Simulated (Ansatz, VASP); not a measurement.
# Cross-check of ScBr3 (ScBr3 (P6_3/mmc)) between VASP and Ansatz

Aim: how closely do two programs agree when they are given the same cell, functional and k mesh? The cell is taken from a series of runs on this material, whose earlier steps may have relaxed, scaled, displaced or heated it; both programs get it as it stands.

Main program and level: Ansatz 0.2.0; plane waves, with VASP 6.6.1 beside it; relaxation of cell and atoms at PBEsol.

### Step 1. Set-up

The structure is hexagonal, space group P6_3/mmc (No. 194). Conventional cell: a = 9.919 Å, b = 9.919 Å, c = 3.524 Å, α = 90.00°, β = 90.00°, γ = 120.00°. Sc has 6 Br at 2.68 Å nearest. Br has 2 Sc at 2.68 Å nearest. Farther neighbours and most contacts between anions are not listed.

Coordinates:

```xyz
8
Lattice="9.9187 0.0000 0.0000 -4.9593 8.5898 0.0000 0.0000 0.0000 3.5243" Properties=species:S:1:pos:R:3 pbc="T T T"
Sc    0.0000    5.7266    2.6432
Sc    4.9593    2.8633    0.8811
Br    0.0000    3.7098    0.8811
Br    1.7466    6.7350    0.8811
Br   -1.7466    6.7350    0.8811
Br    4.9593    4.8801    2.6432
Br    3.2128    1.8549    2.6432
Br    6.7059    1.8549    2.6432
```

### Step 2. VASP: relaxation of cell and atoms, PBEsol

The relaxed volume is the usual yardstick between codes: in a stiff, nearly cubic crystal its relative difference is about their pressure difference at one cell divided by the bulk modulus.

Lines of VASP's logs that name or quote its potential files are left out, and so is its time.

INCAR reads:

```
SYSTEM = ScBr3
PREC = Accurate
ENCUT = 500
EDIFF = 1E-07
NELM = 120
ISMEAR = -1
SIGMA = 0.01
LREAL = .FALSE.
ALGO = Normal
GGA = PS
NBANDS = 40
LASPH = .TRUE.
LORBIT = 11
LWAVE = .FALSE.
LCHARG = .FALSE.
ISIF = 3
IBRION = 2
NSW = 80
EDIFFG = -0.005
GGA_COMPAT = .FALSE.
NELMIN = 4
EFERMI = MIDGAP
KPAR = 2
```

POSCAR reads:

```
ScBr3
1.0
    9.9186990000      0.0000000000      0.0000000000
   -4.9593490000      8.5898450000      0.0000000000
    0.0000000000      0.0000000000      3.5242920000
Sc Br
2 6
Direct
    0.3333332080      0.6666666332      0.7500000000
    0.6666665414      0.3333332998      0.2500000000
    0.2159396149      0.4318794469      0.2500000000
    0.5681203943      0.7840602263      0.2500000000
    0.2159396149      0.7840602263      0.2500000000
    0.7840601345      0.5681204861      0.7500000000
    0.4318793551      0.2159397067      0.7500000000
    0.7840601345      0.2159397067      0.7500000000
```

KPOINTS reads:

```
Automatic mesh
0
Gamma
3 3 8
0 0 0
```

The projector-augmented-wave data sets are Sc_sv and Br (PBE family, release 64).

On the command line:

```
> mpirun -np 2 vasp_std
```

Numbers of over 12 decimals in the logs are rounded to 6 here.

The log of the run:

```text
[banner, memory and clock lines left out]
running    2 mpi-ranks, on    1 nodes
 distrk:  each k-point on    1 cores,    2 groups
 distr:  one band on    1 cores,    1 groups

 POSCAR found type information on POSCAR ScBr
 POSCAR found :  2 types and       8 ions
|                                                                             |
|               ----> ADVICE to this user running VASP <----                  |
|                                                                             |
|     You enforced a specific xc type in the INCAR file but a different       |
|     [... a line on the potential file left out ...]
|     I HOPE YOU KNOW WHAT YOU ARE DOING!                                     |
|                                                                             |

 LDA part: xc-table for (Slater+PW92), standard interpolation
 POSCAR, INCAR and KPOINTS ok, starting setup
 FFT: planning ... GRIDC
 FFT: planning ... GRID_SOFT
 FFT: planning ... GRID
 WAVECAR not read
 entering main loop
       N       E                     dE             d eps       ncg     rms          rms(c)
DAV:   1     0.835764836997E+03    0.83576E+03   -0.25787E+04  1272   0.134E+03
DAV:   2     0.906435554496E+02   -0.74512E+03   -0.73204E+03  1416   0.420E+02
DAV:   3    -0.344324704154E+02   -0.12508E+03   -0.11769E+03  2008   0.158E+02
DAV:   4    -0.416029254034E+02   -0.71705E+01   -0.71229E+01  1792   0.372E+01
DAV:   5    -0.417609171933E+02   -0.15799E+00   -0.15772E+00  1800   0.678E+00    0.129E+01
DAV:   6    -0.376310875812E+02    0.41298E+01   -0.10585E+01  1872   0.262E+01    0.600E+00
DAV:   7    -0.374796634498E+02    0.15142E+00   -0.70930E-01  1792   0.471E+00    0.248E+00
DAV:   8    -0.374548317640E+02    0.24832E-01   -0.18542E-01  1728   0.205E+00    0.679E-01
DAV:   9    -0.374580259881E+02   -0.31942E-02   -0.33326E-02  1968   0.141E+00    0.505E-01
DAV:  10    -0.374588139461E+02   -0.78796E-03   -0.13675E-02  1864   0.112E+00    0.264E-01
DAV:  11    -0.374588385001E+02   -0.24554E-04   -0.11830E-02  1984   0.907E-01    0.114E-01
DAV:  12    -0.374586317219E+02    0.20678E-03   -0.99314E-04  1848   0.247E-01    0.976E-02
DAV:  13    -0.374587971801E+02   -0.16546E-03   -0.12154E-03  1952   0.253E-01    0.143E-01
DAV:  14    -0.374587093322E+02    0.87848E-04   -0.23337E-04  1992   0.136E-01    0.108E-01
DAV:  15    -0.374587107587E+02   -0.14266E-05   -0.68080E-05  1928   0.633E-02    0.216E-02
DAV:  16    -0.374586988949E+02    0.11864E-04   -0.30414E-05  1976   0.431E-02    0.399E-02
DAV:  17    -0.374586961199E+02    0.27751E-05   -0.88681E-06  1992   0.235E-02    0.136E-02
DAV:  18    -0.374586960834E+02    0.36476E-07   -0.60426E-07  1520   0.422E-03
   1 F= -.37458696E+02 E0= -.37458696E+02  d E =-.374587E+02
[... from here on, the cycles between the ionic steps are left out ...]
   2 F= -.37481732E+02 E0= -.37481732E+02  d E =-.230362E-01
   3 F= -.37487866E+02 E0= -.37487866E+02  d E =-.291700E-01
   4 F= -.37488517E+02 E0= -.37488517E+02  d E =-.650622E-03
   5 F= -.37488582E+02 E0= -.37488582E+02  d E =-.716403E-03
   6 F= -.37488659E+02 E0= -.37488659E+02  d E =-.766358E-04
   7 F= -.37488876E+02 E0= -.37488876E+02  d E =-.293403E-03
   8 F= -.37489252E+02 E0= -.37489252E+02  d E =-.669621E-03
 curvature:  -6.60 expect dE=-0.277E-03 dE for cont linesearch -0.251E-03
 ZBRENT: increasing intervall
 opt :  22.4337  next Energy=   -37.489777 (dE=-0.119E-02)
 bond charge predicted
       N       E                     dE             d eps       ncg     rms          rms(c)
DAV:   1    -0.375136943172E+02   -0.24442E-01   -0.13532E+00  1728   0.788E+00    0.106E+00
DAV:   2    -0.374951201628E+02    0.18574E-01   -0.75749E-02  1696   0.246E+00    0.388E-01
DAV:   3    -0.374908575308E+02    0.42626E-02   -0.79390E-03  1480   0.415E-01    0.203E-01
DAV:   4    -0.374898494870E+02    0.10080E-02   -0.35035E-03  1888   0.371E-01    0.145E-01
DAV:   5    -0.374898218306E+02    0.27656E-04   -0.12844E-04  1712   0.677E-02    0.260E-02
DAV:   6    -0.374898025923E+02    0.19238E-04   -0.65384E-05  1808   0.370E-02    0.676E-03
DAV:   7    -0.374897963765E+02    0.62158E-05   -0.47138E-06  1768   0.163E-02    0.303E-03
DAV:   8    -0.374897917262E+02    0.46503E-05   -0.25820E-06  1168   0.779E-03    0.270E-03
DAV:   9    -0.374897912344E+02    0.49174E-06   -0.98224E-07  1600   0.513E-03    0.177E-03
DAV:  10    -0.374897911234E+02    0.11107E-06   -0.38239E-08   808   0.150E-03    0.670E-04
DAV:  11    -0.374897910232E+02    0.10021E-06   -0.55052E-08   864   0.138E-03    0.548E-04
DAV:  12    -0.374897910365E+02   -0.13316E-07   -0.79401E-09   712   0.106E-03
   9 F= -.37489791E+02 E0= -.37489791E+02  d E =-.120856E-02
 curvature: -13.78 expect dE=-0.343E-03 dE for cont linesearch -0.160E-03
 trial: gam=-0.04734 g(F)=  0.142E-05 g(S)=  0.235E-04 ort = 0.307E-04 (trialstep = 0.530E+01)
 search vector abs. value=  0.222E-04
 reached required accuracy - stopping structural energy minimisation
```

Parts of OUTCAR (step 2):

```text
ion  position               nearest neighbor table
   1  0.333  0.667  0.750-   3 2.68   3 2.68   5 2.68   5 2.68   4 2.68   4 2.68
   2  0.667  0.333  0.250-   6 2.68   6 2.68   8 2.68   8 2.68   7 2.68   7 2.68
   3  0.216  0.432  0.250-   1 2.68   1 2.68
   4  0.568  0.784  0.250-   1 2.68   1 2.68
   5  0.216  0.784  0.250-   1 2.68   1 2.68
   6  0.784  0.568  0.750-   2 2.68   2 2.68
   7  0.432  0.216  0.750-   2 2.68   2 2.68
   8  0.784  0.216  0.750-   2 2.68   2 2.68

  LATTYP: Found a hexagonal cell.
 ALAT       =     9.9186990000
 C/A-ratio  =     0.3553179706

 Subroutine GETGRP returns: Found 24 space group operations
 (whereof 12 operations were pure point group operations)

The static configuration has the point symmetry D_3d.
 The point group associated with its full space group is D_6h.

 Found     15 irreducible k-points:

   k-points           NKPTS =     15   k-points in BZ     NKDIM =     15   number of bands    NBANDS=     40

   dimension x,y,z NGX =    72 NGY =   72 NGZ =   28
   dimension x,y,z NGXF=   144 NGYF=  144 NGZF=   56

   ENCUT  =  500.0 eV  36.75 Ry    6.06 a.u.  18.08 18.08  6.43*2*pi/ulx,y,z

   NELECT =      64.0000    total number of electrons

 k-points in reciprocal lattice and weights: Automatic mesh
   0.00000000  0.00000000  0.00000000       0.014
   0.33333333  0.00000000  0.00000000       0.083
   0.33333333  0.33333333  0.00000000       0.028
   0.00000000  0.00000000  0.12500000       0.028
   0.33333333  0.00000000  0.12500000       0.167
   0.33333333  0.33333333  0.12500000       0.056
   0.00000000  0.00000000  0.25000000       0.028
   0.33333333  0.00000000  0.25000000       0.167
   0.33333333  0.33333333  0.25000000       0.056
[...]
0.33333333  0.00000000  0.50000000       0.083
   0.33333333  0.33333333  0.50000000       0.028

 average (electrostatic) potential at core
       1 -51.4220       2 -51.4220       3 -65.3699       4 -65.3699       5 -65.3699
       6 -65.3699       7 -65.3700       8 -65.3699

 E-fermi :  -0.1811

 k-point     1 :       0.0000    0.0000    0.0000
  band No.  band energies     occupation
    ...
     28      -1.9336      2.00000
     29      -1.9336      2.00000
     30      -1.5290      2.00000
     31      -1.3766      2.00000
     32      -1.3197      2.00000
     33       0.8826      0.00000
     34       1.0871      0.00000
     35       2.2627      0.00000
     36       2.2627      0.00000
     37       2.4492      0.00000
    ...

 k-point     2 :       0.3333    0.0000    0.0000
  band No.  band energies     occupation
    ...
     28      -1.9259      2.00000
     29      -1.9172      2.00000
     30      -1.5307      2.00000
     31      -1.4953      2.00000
     32      -1.4077      2.00000
     33       0.9372      0.00000
     34       1.0518      0.00000
     35       2.2628      0.00000
     36       2.2908      0.00000
     37       2.3927      0.00000
    ...

 k-point     3 :       0.3333    0.3333    0.0000
  band No.  band energies     occupation
    ...
     28      -1.8998      2.00000
     29      -1.8149      2.00000
     30      -1.8149      2.00000
     31      -1.4509      2.00000
     32      -1.4509      2.00000
     33       0.9995      0.00000
     34       0.9995      0.00000
     35       2.2576      0.00000
     36       2.3395      0.00000
     37       2.3395      0.00000
    ...

  Total        0.0368609      0.0368609      0.0342697      0.0000000      0.0000000      0.0000000
  in kB        0.1981747      0.1981747      0.1842436      0.0000000      0.0000000      0.0000000
  external PRESSURE =       0.1935310 kB  Pullay stress =       0.0000000 kB

  energy-cutoff  :      500.00
  volume of cell :      298.01
      direct lattice vectors                 reciprocal lattice vectors
     9.955151166  0.000000002 -0.000000000     0.100450509  0.057995125 -0.000000000
    -4.977575080  8.621413498 -0.000000000    -0.000000000  0.115990261  0.000000000
     0.000000000 -0.000000000  3.472175429     0.000000000  0.000000000  0.288003881

 POSITION                                       TOTAL-FORCE (eV/Angst)
 -----------------------------------------------------------------------------------
     -0.00000      5.74761      2.60413        -0.000000      0.000000      0.000000
      4.97757      2.87380      0.86804        -0.000000      0.000000      0.000000
     -0.00000      3.74370      0.86804         0.000000      0.002213     -0.000000
      1.73543      6.74956      0.86804        -0.001917     -0.001106      0.000000
     -1.73543      6.74956      0.86804         0.001917     -0.001106      0.000000
      4.97757      4.87771      2.60413        -0.000000     -0.002213      0.000000
      3.24214      1.87185      2.60413         0.001917      0.001106     -0.000000
      6.71301      1.87185      2.60413        -0.001917      0.001106     -0.000000
 -----------------------------------------------------------------------------------
    total drift:                                0.007096      0.001894     -0.000017

  FREE ENERGIE OF THE ION-ELECTRON SYSTEM (eV)
  ---------------------------------------------------
  free  energy   TOTEN  =       -37.4897910365 eV

  energy  without entropy=      -37.4897910365  energy(sigma->0) =      -37.48979104

 reached required accuracy - stopping structural energy minimisation

 total charge
# of ion       s       p       d       tot
------------------------------------------
    1        2.183   6.154   0.989   9.325
    2        2.183   6.154   0.989   9.325
    3        1.606   3.251   0.015   4.872
    4        1.606   3.251   0.015   4.872
    5        1.606   3.251   0.015   4.872
    6        1.606   3.251   0.015   4.872
    7        1.606   3.251   0.015   4.872
    8        1.606   3.251   0.015   4.872
--------------------------------------------------
tot         14.004  31.815   2.067  47.885

[... 3 further parts left out ...]
```

CONTCAR:

```
ScBr3
   1.00000000000000
     9.9551511662524579    0.0000000020647798   -0.0000000000000000
    -4.9775750795005287    8.6214134976466159   -0.0000000000000000
     0.0000000000000000   -0.0000000000000000    3.4721754294825100
  Sc              Br
     2     6
Direct
     0.3333332079999991    0.6666666332000020    0.7500000000000000
     0.6666665413999979    0.3333332998000031    0.2500000000000000
     0.2171164651613468    0.4342331474232383    0.2500000000000000
     0.5657666937773298    0.7828833760386542    0.2500000000000000
     0.2171164651613298    0.7828833760381045    0.2500000000000000
     0.7828832842386573    0.5657667855767596    0.7500000000000000
     0.4342330556226744    0.2171165569613437    0.7500000000000000
     0.7828832842386744    0.2171165569618936    0.7500000000000000
```

The run keeps the 24 symmetry operations of its start, so it cannot find a distortion of lower symmetry.

[end of part 1 of 2]

[Lines on the potential files, build, host, timing and source positions are cut from VASP's logs without a mark.]

[Logs are printed without paths, hosts, clocks, repeated set-up lines and the standing remarks that a program may print on its own settings, such as how far it seeks lower states.]

[Hosts, paths, dates, database ids (printed as entryN), source tags and the programs' standing remarks are cut or masked in the printed files.]
